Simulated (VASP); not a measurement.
Data:

```yaml
crystal:
  lattice:
    - [-2.11040, 2.11040, 5.06618]
    - [2.11040, -2.11040, 5.06618]
    - [2.11040, 2.11040, -5.06618]
  atoms:
    - { symbol: La, position: [0.00000, 0.00000, 0.00000] }
    - { symbol: Cu, position: [0.25000, 0.75000, 0.50000] }
    - { symbol: Cu, position: [0.75000, 0.25000, 0.50000] }
    - { symbol: Ge, position: [0.62606, 0.62606, 0.00000] }
    - { symbol: Ge, position: [0.37394, 0.37394, 0.00000] }
```

The numbers are results of LDA (Ceperley-Alder, Perdew-Zunger), VASP's LDA PAW potentials (set 64) (plane waves; VASP), not measurements. Numerical set-up: 300 eV cut-off, 7×7×7 Γ-centred mesh, Gaussian smearing of 0.050 eV, potentials La Cu Ge_d.

At this cut-off the stress carries a Pulay error, which pulls relaxed volumes low.

Which forces act on the atoms, in eV/Å?

| atom | Fx | Fy | Fz |
|---|---|---|---|
| La1 | 0.000 | 0.000 | 0.000 |
| Cu2 | 0.000 | 0.000 | 0.000 |
| Cu3 | 0.000 | 0.000 | 0.000 |
| Ge4 | 0.000 | 0.000 | 0.108 |
| Ge5 | 0.000 | 0.000 | -0.108 |

Give the stress tensor in GPa (positive for a compressed cell).

```
-7.09   0.00   0.00
 0.00  -7.09   0.00
 0.00   0.00  -6.50
```
The pressure is its mean diagonal, -6.89 GPa.

The structure comes from a computed database's Cu2LaGe2 entry (I4/mmm); how it stands against other phases isn't given here. The cell was not relaxed at this level. The k-mesh is coarse (spacing up to 0.30 per Å, 2π included), so the numbers may not be converged in it. The electron count is odd and the run is not spin-polarised, which forces a metal.
